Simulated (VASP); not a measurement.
The input files of a VASP run:

**POSCAR**
```
BaTiO3
1
    3.8411436656     0.0000000000     0.0000000000
    0.0000000000     3.8411436656     0.0000000000
    0.0000000000    -0.0000000000     3.8412068145
Ba Ti O
1 1 3
Direct
  0.0000000000   1.0000000000   0.9934745272
  0.5000000000   0.5000000000   0.4948102125
  0.5000000000   0.5000000000   0.9925291975
  0.0000000000   0.5000000000   0.4915930312
  0.5000000000   0.0000000000   0.4915930312
```

File KPOINTS:
```
Automatic mesh
0
G
  6 6 6
```

INCAR:
```
! general
SYSTEM =BaTiO3
PREC   =Accurate
ENCUT  =620   ! plane-wave cut-off (eV)
LREAL  =.False.   ! projection in real space or not
LASPH  =.True.

! electronic loop
EDIFF  =1E-6   ! SCF stop (eV)
NELM   =100   ! most electronic steps
ALGO   =Normal
LMAXMIX=4   ! l cut-off of mixed one-centre charges

! smearing
ISMEAR =0
SIGMA  =0.05   ! width (eV)

! ions
IBRION =2   ! conjugate gradients
NSW    =40
ISIF   =3   ! ions, shape and volume
EDIFFG =-0.02
PSTRESS=200   ! kbar

! output
LWAVE  =.False.
LCHARG =.False.
```

POTCAR, in this order: Ba_sv Ti_sv O (LDA.64 set). Program: vasp_std.

### Question
Translate this LDA calculation to Ansatz.

### Answer
One equivalent input (not run):
Ansatz 0.2 input:
```yaml
crystal:
  lattice:
    - [3.8411437, 0.0000000, 0.0000000]
    - [0.0000000, 3.8411437, 0.0000000]
    - [0.0000000, 0.0000000, 3.8412068]
  atoms:
    - { symbol: Ba, position: [0.0000000, 1.0000000, 0.9934745] }
    - { symbol: Ti, position: [0.5000000, 0.5000000, 0.4948102] }
    - { symbol: O, position: [0.5000000, 0.5000000, 0.9925292] }
    - { symbol: O, position: [0.0000000, 0.5000000, 0.4915930] }
    - { symbol: O, position: [0.5000000, 0.0000000, 0.4915930] }
kpoints:
  mp_grid: { grid: [6, 6, 6] }
hamiltonian:
  xc: lda
  pseudopotentials: { kind: paw }
scf:
  occupations: { method: gaussian, width: 0.05 }
  max_iter: 100
relax:
  max_steps: 40
  f_tol: 0.02
  cell: { p_target: 20 }
output: { forces: true, stress: true, eigenvalues: true }
```
What does not carry over: each code has its own PAW files, so the cut-off isn't converted (ENCUT is set for VASP's; basis.ecutwfc is left out, and Ansatz then takes the one that its files recommend); Ansatz stops its SCF on the density residual and VASP on the energy change (EDIFF); Ansatz's lda is the Perdew-Wang form, while the LDA potentials of VASP carry Perdew-Zunger's.

The compound is BaTiO3 in the tetragonal perovskite structure. This run relaxes it under an external pressure of 20 GPa. Symmetry was kept, so distortions that lower it aren't found.
